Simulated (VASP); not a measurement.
**Al₂BaGe₂ (space group I4/mmm): computed properties**

Computed with PBEsol GGA, VASP's PBE PAW potentials (set 64) (plane waves; VASP).

| Quantity | Value |
|---|---|
| space group | I4/mmm (139) |
| cell | a = b = 4.218 Å, c = 12.794 Å, α = β = γ = 90.00° |
| volume per atom | 22.76 Å³/atom |
| band gap (over mesh and band path) | none (metal, semimetal or under 0.01 eV) |
| band gap with spin-orbit coupling | none (metallic) |
| density | 4.91 g/cm³ |

```
Al2BaGe2
1.0
   -2.10904     2.10904     6.39701
    2.10904    -2.10904     6.39701
    2.10904     2.10904    -6.39701
Ba Al Ge
1 2 2
Direct
  0.00000   0.00000   0.00000
  0.75000   0.25000   0.50000
  0.25000   0.75000   0.50000
  0.63152   0.63152   0.00000
  0.36848   0.36848   0.00000
```

Unless said otherwise, spin-orbit coupling is left out, though it shifts the bands of the heavy elements here.

The structure comes from a computed database's Al2BaGe2 entry (I4/mmm); how it stands against other phases isn't given here. It was relaxed first. Symmetry was kept, so distortions that lower it aren't found.
